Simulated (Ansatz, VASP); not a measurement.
Si: VASP beside Ansatz

The input INCAR:

```
ALGO = Fast
EDIFF = 1E-7
EDIFFG = -0.005
ENCUT = 600
IBRION = 2
ISIF = 3
ISMEAR = 0
LASPH = True
LCHARG = False
LREAL = False
LWAVE = False
NELM = 100
NSW = 100
PREC = Accurate
SIGMA = 0.02
```

KPOINTS

```
k-points
0
Gamma
  12 12 12
```

Contents of POSCAR:

```
Si
1.0
    0.0000000000      2.7009711380      2.7009711380
    2.7009711380      0.0000000000      2.7009711380
    2.7009711380      2.7009711380      0.0000000000
Si
2
Direct
    0.7500000000      0.7500000000      0.7500000000
    0.5000000000      0.5000000000      0.5000000000
```

Input for Ansatz:

```yaml
crystal:
  lattice:
    - [0.0, 2.700971138, 2.700971138]
    - [2.700971138, 0.0, 2.700971138]
    - [2.700971138, 2.700971138, 0.0]
  atoms:
    - { symbol: Si, position: [0.75, 0.75, 0.75] }
    - { symbol: Si, position: [0.5, 0.5, 0.5] }
basis:
  ecutwfc: 420
kpoints:
  mp_grid: { grid: [12, 12, 12] }
hamiltonian:
  xc: lda
scf:
  occupations: { method: gaussian, width: 0.02 }
output:
  forces: true
  stress: true
  eigenvalues: true
relax:
  adjacent_minimum: "off"
  f_tol: 0.005
  max_steps: 80
  cell: { stress_tol: 0.05 }
```

Alike in both runs: task relaxation of cell and atoms; functional LDA; k mesh 12 × 12 × 12; occupations gaussian, width 0.02 eV; no spin polarisation.

|  | VASP | Ansatz |
| --- | --- | --- |
| version | VASP 6.6.1 | Ansatz 0.2.0 |
| potentials or method | VASP PAW LDA potentials, release 64 (Si) | scalar-relativistic, plane waves, PAW |
| plane-wave cutoff (eV) | 600 | 420 |
| valence electrons in the cell | 8 | 8 |

```csv
,VASP,Ansatz,Ansatz less VASP
"gap on the k mesh at the Fermi level, each at its own relaxed structure (eV)",0.44,0.44,0.000
relaxed volume (Å³/atom),19.72,19.70,-0.018
relaxed cell length with the largest relative difference (Å),3.821,3.820,-0.0012
```

A k mesh can miss the band edges.
